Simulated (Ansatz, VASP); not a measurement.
## Si13B2O29 (amorphous 93SiO2-7B2O3 (mol %)) in two plane-wave programs

Aim: how closely do two programs agree when they are given the same cell, functional and k mesh? The structure shown is the start of the Ansatz relaxation below; VASP solves that cell, so the two are compared at the walk's first step.

Method: plane waves, with VASP 6.6.1 beside it; single point at PBE, in Ansatz 0.2.0.

## Step 1: The structure

The cell holds 88 atoms: 26 Si, 4 B and 58 O. Cell: a = 10.929 Å, b = 10.929 Å, c = 10.929 Å, α = 90.0°, β = 90.0°, γ = 90.0°. As first built, before any earlier steps moved the atoms (in the runner's words): 88 atoms (26 Si, 4 B, 58 O) placed at random at 2.16 g/cm^3, melted at 4000 K for 10 ps at fixed volume with the Buckingham and Coulomb pair potential of Guillot and Sator (Geochim. Cosmochim. Acta 71, 1249 (2007)) with the boron terms of Wang et al. (J. Non-Cryst. Solids 498, 294 (2018)). Quenched from 4000 K to 300 K at 100 K/ps and fixed volume, held 5 ps, then minimised at fixed cell.

## Step 2: Ansatz: relaxation, PBE

Ansatz runs on its default PAW (the set named soft_2) files.

The two programs are compared at the cell with which this relaxation starts, whose forces are those of its first step.

File input.yaml:

```yaml
crystal:
  lattice:
    - [10.9291, 0.0, 0.0]
    - [0.0, 10.9291, 0.0]
    - [0.0, 0.0, 10.9291]
  atoms:
    - { symbol: Si, position: [0.19914, 0.66537, 0.66404] }
    - { symbol: Si, position: [0.55691, 0.31654, 0.07028] }
    - { symbol: Si, position: [0.41749, 0.46829, 0.27357] }
    - { symbol: Si, position: [0.16833, 0.40992, 0.15226] }
    - { symbol: Si, position: [0.98278, 0.60189, 0.0237] }
    - { symbol: Si, position: [0.32561, 0.25911, 0.94486] }
    - { symbol: Si, position: [0.31462, 0.98651, 0.06609] }
    - { symbol: Si, position: [0.20372, 0.05112, 0.33612] }
    - { symbol: Si, position: [0.58626, 0.08456, 0.45036] }
    - { symbol: Si, position: [0.58092, 0.43483, 0.71039] }
    - { symbol: Si, position: [0.83567, 0.18721, 0.49814] }
    - { symbol: Si, position: [0.15421, 0.80803, 0.89161] }
    - { symbol: Si, position: [0.82181, 0.17659, 0.78628] }
    - { symbol: Si, position: [0.50024, 0.78517, 0.09638] }
    - { symbol: Si, position: [0.36161, 0.25762, 0.45828] }
    - { symbol: Si, position: [0.30665, 0.40664, 0.70619] }
    - { symbol: Si, position: [0.51593, 0.96993, 0.68419] }
    - { symbol: Si, position: [0.93345, 0.75885, 0.58102] }
    - { symbol: Si, position: [0.32618, 0.8487, 0.49811] }
    - { symbol: Si, position: [0.53292, 0.72661, 0.35409] }
    - { symbol: Si, position: [0.65954, 0.78205, 0.85247] }
    - { symbol: Si, position: [0.68284, 0.6462, 0.58871] }
    - { symbol: Si, position: [0.78498, 0.40617, 0.92472] }
    - { symbol: Si, position: [0.9865, 0.20668, 0.27196] }
    - { symbol: Si, position: [0.5621, 0.03729, 0.16578] }
    - { symbol: Si, position: [0.8373, 0.01213, 0.15754] }
    - { symbol: B, position: [0.86695, 0.81171, 0.02248] }
    - { symbol: B, position: [0.56592, 0.18559, 0.76152] }
    - { symbol: B, position: [0.89448, 0.94316, 0.40989] }
    - { symbol: B, position: [0.94234, 0.9342, 0.77344] }
    - { symbol: O, position: [0.91084, 0.92417, 0.06312] }
    - { symbol: O, position: [0.88123, 0.51546, 0.95426] }
    - { symbol: O, position: [0.53916, 0.182, 0.13682] }
    - { symbol: O, position: [0.56714, 0.02545, 0.31436] }
    - { symbol: O, position: [0.49332, 0.42321, 0.15207] }
    - { symbol: O, position: [0.69623, 0.35549, 0.03527] }
    - { symbol: O, position: [0.40253, 0.90452, 0.6147] }
    - { symbol: O, position: [0.57302, 0.75076, 0.97196] }
    - { symbol: O, position: [0.27729, 0.30628, 0.81258] }
    - { symbol: O, position: [0.23491, 0.88956, 0.98749] }
    - { symbol: O, position: [0.66126, 0.69243, 0.73145] }
    - { symbol: O, position: [0.23811, 0.74749, 0.78338] }
    - { symbol: O, position: [0.31593, 0.33229, 0.57736] }
    - { symbol: O, position: [0.25546, 0.18396, 0.38289] }
    - { symbol: O, position: [0.69556, 0.00499, 0.11071] }
    - { symbol: O, position: [0.6183, 0.72358, 0.47782] }
    - { symbol: O, position: [0.79391, 0.8043, 0.91778] }
    - { symbol: O, position: [0.47475, 0.09807, 0.75025] }
    - { symbol: O, position: [0.05804, 0.6996, 0.63289] }
    - { symbol: O, position: [0.61296, 0.00026, 0.57159] }
    - { symbol: O, position: [0.83177, 0.22032, 0.64272] }
    - { symbol: O, position: [0.27028, 0.46751, 0.24497] }
    - { symbol: O, position: [0.21285, 0.52078, 0.6923] }
    - { symbol: O, position: [0.62917, 0.5077, 0.59075] }
    - { symbol: O, position: [0.27534, 0.71732, 0.54658] }
    - { symbol: O, position: [0.59094, 0.89992, 0.79113] }
    - { symbol: O, position: [0.94747, 0.83674, 0.45457] }
    - { symbol: O, position: [0.8896, 0.85881, 0.68476] }
    - { symbol: O, position: [0.37622, 0.71309, 0.11772] }
    - { symbol: O, position: [0.05295, 0.89769, 0.82538] }
    - { symbol: O, position: [0.07394, 0.51242, 0.09917] }
    - { symbol: O, position: [0.68413, 0.44467, 0.81885] }
    - { symbol: O, position: [0.92308, 0.25524, 0.39819] }
    - { symbol: O, position: [0.06022, 0.07896, 0.30774] }
    - { symbol: O, position: [0.8406, 0.95132, 0.2947] }
    - { symbol: O, position: [0.47293, 0.29647, 0.9462] }
    - { symbol: O, position: [0.88342, 0.15276, 0.17669] }
    - { symbol: O, position: [0.08142, 0.30364, 0.21357] }
    - { symbol: O, position: [0.88042, 0.04324, 0.48804] }
    - { symbol: O, position: [0.45681, 0.14694, 0.48706] }
    - { symbol: O, position: [0.47712, 0.58986, 0.33388] }
    - { symbol: O, position: [0.56563, 0.28833, 0.68718] }
    - { symbol: O, position: [0.3202, 0.1159, 0.9904] }
    - { symbol: O, position: [0.42308, 0.82179, 0.38848] }
    - { symbol: O, position: [0.82875, 0.65539, 0.56635] }
    - { symbol: O, position: [0.86316, 0.28925, 0.87353] }
    - { symbol: O, position: [0.25078, 0.3391, 0.04741] }
    - { symbol: O, position: [0.46256, 0.94093, 0.09548] }
    - { symbol: O, position: [0.69696, 0.18305, 0.44235] }
    - { symbol: O, position: [0.26809, 0.01534, 0.20536] }
    - { symbol: O, position: [0.89222, 0.04776, 0.80023] }
    - { symbol: O, position: [0.22999, 0.94839, 0.44136] }
    - { symbol: O, position: [0.89504, 0.70649, 0.08842] }
    - { symbol: O, position: [0.67583, 0.15774, 0.81942] }
    - { symbol: O, position: [0.43912, 0.47346, 0.73749] }
    - { symbol: O, position: [0.07044, 0.69397, 0.9427] }
    - { symbol: O, position: [0.58445, 0.77297, 0.22028] }
    - { symbol: O, position: [0.43207, 0.35326, 0.36931] }
kpoints:
  mp_grid: { grid: [1, 1, 1] }
hamiltonian:
  xc: pbe
scf:
  occupations: { method: fermi_dirac, width: 0.025 }
output:
  forces: true
relax:
  f_tol: 0.04
  max_steps: 250
  cell: {}
```

Started as:

```bash
> ansatz run input.yaml --threads 4 --pin off --max-ram 8192MiB --backend cpu --events-out ev --progress --plain --runs-dir out
```

Numbers of over 12 decimals in the logs are rounded to 6 here.

The program printed:

```text
Engine: ansatz 0.2.0, x86_64-unknown-linux-gnu
Pseudopotentials: kind: paw
Pseudopotential: Si, paw, valence charge 4, recommended cutoff 420 eV (normal), Si.paw.azcp
Pseudopotential: B, paw, valence charge 3, recommended cutoff 420 eV (normal), B.paw.azcp
Pseudopotential: O, paw, valence charge 6, recommended cutoff 420 eV (normal), O.paw.azcp
Functional definition: PBE
  parameter kappa = 0.804
  parameter beta = 0.066725
  exchange = pbe_x(kappa = kappa, mu = beta*pi^2/3)
  correlation = pbe_c(beta = beta)
Crystal: 88 atoms, lattice volume = 1305.429 Å³
Basis set: ecut = 420 eV, 25533 PW (Γ), exchange–correlation on 150×150×150 points (8 copies of the dense FFT grid, shifted against one another)
Bands: 320, of which v1, the nominal top of the filled ones, is band 232 counted from 1 (231 counted from 0)
Symmetry: 1 space group operations
Space group: P1 (ITA 1), of the structure as read, at distance tolerance 1.1e-4 Å
k-points: 1
Non-local potential: Si, projectors of the file, l = 0: 2, l = 1: 2, l = 2: 2
Non-local potential: B, projectors of the file, l = 0: 2, l = 1: 2, l = 2: 1
Non-local potential: O, projectors of the file, l = 0: 2, l = 1: 2, l = 2: 1
PAW form: soft (Blöchl's): semilocal exchange-correlation on the pseudo side does not see the compensation charge
PAW one-centre angular grid: Si, 110 points (default); XC on 64 Gauss nodes
PAW one-centre angular grid: B, 110 points (default); XC on 64 Gauss nodes
PAW one-centre angular grid: O, 110 points (default); XC on 64 Gauss nodes
Initial density: superposition of atomic densities (neutral atoms: chi_scale 0, normalization atom), corrected by the library's trained network
Initial wavefunctions: pseudopotential atomic-orbital guess
Functional: x = pbe(κ = 0.804, μ = 0.219515), c = pbe(β = 0.066725)
SCF iter   1: F=—  HF=-50152.303525 eV  |F-HF|=—  |Δ(HF+E_count)|=         —  Δρ=2.69e-3  dr2=1.34e-1  ethr=1.77e-3  ⟨swp⟩=6.0  Hψ=1545  notcnv=0  defer=56
preconditioner: auto → Resta (q_TF=auto, 2.296 Å⁻¹)  ε∞=2.9  [insulator: Δε(μ)=3.268 eV  Ē_g=16.179 eV  σ=0.025 eV  W_gap=1.00  n_scr=250 (ndim 8)  ℏωp=22.1 eV  f_vac=0.251  D(μ)=0.00/eV (n_scr^D=0)  ε∞_Penn≈2.9  vacuum switching on, ρ_ref=1.9e-2 e/Å³]
SCF iter   2: F=—  HF=-50152.295490 eV  |F-HF|=—  |Δ(HF+E_count)|=   8.04e-3  Δρ=1.52e-3  dr2=2.39e-2  ethr=2.90e-5  ⟨swp⟩=3.0  Hψ=557  notcnv=0  defer=81
SCF iter   3: F=—  HF=-50152.295015 eV  |F-HF|=—  |Δ(HF+E_count)|=   4.74e-4  Δρ=6.31e-4  dr2=6.71e-3  ethr=5.16e-6  ⟨swp⟩=2.0  Hψ=421  notcnv=0  defer=81
SCF iter   4: F=—  HF=-50152.294767 eV  |F-HF|=—  |Δ(HF+E_count)|=   2.48e-4  Δρ=2.53e-4  dr2=7.45e-4  ethr=1.45e-6  ⟨swp⟩=2.0  Hψ=421  notcnv=0  defer=81
SCF iter   5: F=—  HF=-50152.294736 eV  |F-HF|=—  |Δ(HF+E_count)|=   3.10e-5  Δρ=8.99e-5  dr2=7.82e-5  ethr=1.60e-7  ⟨swp⟩=2.0  Hψ=543  notcnv=0  defer=81
SCF iter   6: F=—  HF=-50152.292868 eV  |F-HF|=—  |Δ(HF+E_count)|=   1.87e-3  Δρ=2.41e-5  dr2=5.05e-6  ethr=1.69e-8  ⟨swp⟩=2.0  Hψ=471  notcnv=0  defer=81
SCF iter   7: F=—  HF=-50152.292871 eV  |F-HF|=—  |Δ(HF+E_count)|=   2.44e-6  Δρ=9.97e-6  dr2=9.34e-7  ethr=1.09e-9  ⟨swp⟩=2.0  Hψ=471  notcnv=0  defer=81
SCF iter   8: F=-50152.292871 eV  HF=-50152.292871 eV  |F-HF|=2.02e-8  |Δ(HF+E_count)|=   1.49e-7  Δρ=2.06e-6  dr2=4.29e-8  ethr=2.16e-11  ⟨swp⟩=3.0  Hψ=1189  notcnv=0
SCF 1 converged in 8 iterations: F = -50152.292871 eV  dr2 = 4.29e-8
  greatest PAW one-centre occupation: 0.869 electrons in one spin orbital (limit 2), on the O atom at site 58 (counted from 0), in its partial waves of l = 0
relax step   1: F+E_penalty+E_count = -50152.29287098 eV  Δ(F+E_penalty+E_count) = +0.000e0 eV  max|allowed force component| = 4.358e0 eV/Å  Δτ_max = 0.0000 Å  P = -1.513 GPa  Ω = 1305.429 Å³  (8 SCF iters, dr2 threshold 1.00e-7 eV, accepted)
Crystal: 88 atoms, lattice volume = 1304.386 Å³
Basis set: ecut = 420 eV, 25485 PW (Γ), exchange–correlation on 150×150×150 points (8 copies of the dense FFT grid, shifted against one another)
Initial density: handed on by an earlier stage of this run
Initial wavefunctions: those handed on with the density
iter 1 solved again at ethr=1.24e-4 eV; its pass at ethr=3.10e-3 eV (dr2=5.74e-1 eV) is discarded
SCF iter   1: F=—  HF=-50153.955329 eV  |F-HF|=—  |Δ(HF+E_count)|=         —  Δρ=8.84e-3  dr2=5.81e-1  ethr=1.24e-4  ⟨swp⟩=8.0  Hψ=1627  notcnv=0
preconditioner: auto → Resta (q_TF=auto, 2.297 Å⁻¹)  ε∞=2.9  [insulator: Δε(μ)=3.219 eV  Ē_g=16.269 eV  σ=0.025 eV  W_gap=1.00  n_scr=252 (ndim 8)  ℏωp=22.1 eV  f_vac=0.250  D(μ)=0.00/eV (n_scr^D=0)  ε∞_Penn≈2.9]
SCF iter   2: F=—  HF=-50153.868798 eV  |F-HF|=—  |Δ(HF+E_count)|=   8.65e-2  Δρ=4.59e-3  dr2=1.46e-1  ethr=1.24e-4  ⟨swp⟩=3.0  Hψ=607  notcnv=0
SCF iter   3: F=—  HF=-50153.864810 eV  |F-HF|=—  |Δ(HF+E_count)|=   3.99e-3  Δρ=1.64e-3  dr2=2.66e-2  ethr=3.15e-5  ⟨swp⟩=5.0  Hψ=689  notcnv=0
[...]
atom  72  O      0.00123595    -0.00934567     0.00880210
  atom  73  O     -0.00031697    -0.00165535    -0.00071304
  atom  74  O      0.00222136    -0.00038075    -0.00543626
  atom  75  O      0.00036357     0.00057171     0.00260726
  atom  76  O     -0.00142941     0.00174934     0.00012178
  atom  77  O      0.00088908     0.00143140    -0.00025424
  atom  78  O     -0.00006559    -0.00209029    -0.00212305
  atom  79  O     -0.00114130    -0.00012883    -0.00003040
  atom  80  O      0.00002694    -0.00084727    -0.00020755
  atom  81  O      0.00670139    -0.00335590    -0.00659453
  atom  82  O      0.00123125     0.00362759     0.00118546
  atom  83  O     -0.00538097     0.01042410    -0.00278079
  atom  84  O     -0.01520379     0.00482918    -0.00424179
  atom  85  O      0.00112421     0.00267542     0.00188867
  atom  86  O     -0.00203968     0.00202745     0.00017037
  atom  87  O     -0.00041099     0.00307353     0.00429472
  atom  88  O      0.00373673     0.00083417    -0.00795736
  max |Σ_I F_I| component: 3.28e-5 eV/Å
--- Stress (GPa, compression-positive) ---
        0.028880      -0.017532      -0.026288
       -0.017529       0.001359       0.005919
       -0.026287       0.005918      -0.022579
  P = ⅓ Tr σ = 0.0026 GPa (0.026 kbar)
--- Relaxed structure (16 steps of the walk, 14 accepted, 2 SCFs on fresh bases) ---
  F+E_penalty+E_count = -50155.67342366 eV   max|allowed force component| = 1.520e-2 eV/Å   (the final SCF, on the basis selected at the relaxed cell)
  cell:  # Å, volume = 1298.7636 Å³
    - [11.117885, -0.151224, -0.295769]
    - [-0.151224, 10.945029, 0.010887]
    - [-0.295769, 0.010887, 10.682989]
  atoms:
    - { symbol: Si, position: [0.195302, 0.668467, 0.659529] }
    - { symbol: Si, position: [0.557422, 0.337934, 0.083294] }
    - { symbol: Si, position: [0.414658, 0.462924, 0.278372] }
    - { symbol: Si, position: [0.158136, 0.411857, 0.150381] }
    - { symbol: Si, position: [0.987972, 0.607812, 0.027579] }
    - { symbol: Si, position: [0.307547, 0.277822, 0.945463] }
    - { symbol: Si, position: [0.307167, 1.009000, 0.057059] }
    - { symbol: Si, position: [0.208575, 0.057469, 0.329241] }
    - { symbol: Si, position: [0.586947, 0.081673, 0.457900] }
    - { symbol: Si, position: [0.592929, 0.435917, 0.708491] }
    - { symbol: Si, position: [0.847163, 0.174874, 0.494126] }
    - { symbol: Si, position: [0.161886, 0.807135, 0.894226] }
    - { symbol: Si, position: [0.842753, 0.178028, 0.774202] }
    - { symbol: Si, position: [0.481153, 0.691809, 0.083388] }
    - { symbol: Si, position: [0.376774, 0.257455, 0.454687] }
    - { symbol: Si, position: [0.320014, 0.412535, 0.694260] }
    - { symbol: Si, position: [0.514693, 0.968257, 0.688838] }
    - { symbol: Si, position: [0.934236, 0.764500, 0.598346] }
    - { symbol: Si, position: [0.325870, 0.853377, 0.498698] }
    - { symbol: Si, position: [0.512682, 0.716991, 0.356160] }
    - { symbol: Si, position: [0.636049, 0.769898, 0.851735] }
    - { symbol: Si, position: [0.679715, 0.647509, 0.586099] }
    - { symbol: Si, position: [0.784616, 0.409349, 0.925005] }
    - { symbol: Si, position: [0.988281, 0.201952, 0.270297] }
    - { symbol: Si, position: [0.563218, 0.064384, 0.172151] }
    - { symbol: Si, position: [0.826812, 0.00659994, 0.162522] }
    - { symbol: B, position: [0.848137, 0.801920, 0.023078] }
    - { symbol: B, position: [0.596789, 0.176409, 0.743732] }
    - { symbol: B, position: [0.892273, 0.936568, 0.417819] }
    - { symbol: B, position: [0.971291, 0.951131, 0.781257] }
    - { symbol: O, position: [0.882125, 0.919047, 0.058957] }
    - { symbol: O, position: [0.893657, 0.507953, 0.958318] }
    - { symbol: O, position: [0.561597, 0.213270, 0.166702] }
    - { symbol: O, position: [0.559600, 0.023346, 0.318951] }
    - { symbol: O, position: [0.511089, 0.453750, 0.165327] }
    - { symbol: O, position: [0.692916, 0.370654, 0.036918] }
    - { symbol: O, position: [0.388732, 0.910124, 0.628579] }
    - { symbol: O, position: [0.557443, 0.703111, 0.960426] }
    - { symbol: O, position: [0.275720, 0.317583, 0.801224] }
    - { symbol: O, position: [0.257320, 0.882489, 0.990060] }
    - { symbol: O, position: [0.632072, 0.697297, 0.718766] }
    - { symbol: O, position: [0.238766, 0.745861, 0.785520] }
    - { symbol: O, position: [0.319382, 0.330925, 0.567118] }
    - { symbol: O, position: [0.270824, 0.188158, 0.369943] }
    - { symbol: O, position: [0.685766, 0.016730, 0.116422] }
    - { symbol: O, position: [0.626054, 0.715545, 0.459533] }
    - { symbol: O, position: [0.770689, 0.784072, 0.918565] }
    - { symbol: O, position: [0.493234, 0.105178, 0.745477] }
    - { symbol: O, position: [0.051038, 0.684033, 0.634549] }
    - { symbol: O, position: [0.606014, -0.020543, 0.570404] }
    - { symbol: O, position: [0.869936, 0.231587, 0.634588] }
    - { symbol: O, position: [0.270529, 0.446723, 0.247955] }
    - { symbol: O, position: [0.227102, 0.524655, 0.674285] }
    - { symbol: O, position: [0.637183, 0.503343, 0.581577] }
[...]
- { symbol: O, position: [0.931864, 0.066293, 0.807309] }
    - { symbol: O, position: [0.233630, 0.951105, 0.433443] }
    - { symbol: O, position: [0.899523, 0.706276, 0.089020] }
    - { symbol: O, position: [0.703853, 0.124883, 0.781969] }
    - { symbol: O, position: [0.454333, 0.472499, 0.731949] }
    - { symbol: O, position: [0.075587, 0.694677, 0.943709] }
    - { symbol: O, position: [0.556919, 0.739653, 0.210922] }
    - { symbol: O, position: [0.452908, 0.350951, 0.370637] }
```

(Continued in part 2 of 2.)

[Lines on the potential files, build, host, timing and source positions are cut from VASP's logs without a mark.]

[Logs are printed without paths, hosts, clocks, repeated set-up lines and the standing remarks that a program may print on its own settings, such as how far it seeks lower states.]

[Hosts, paths, dates, database ids (printed as entryN), source tags and the programs' standing remarks are cut or masked in the printed files.]
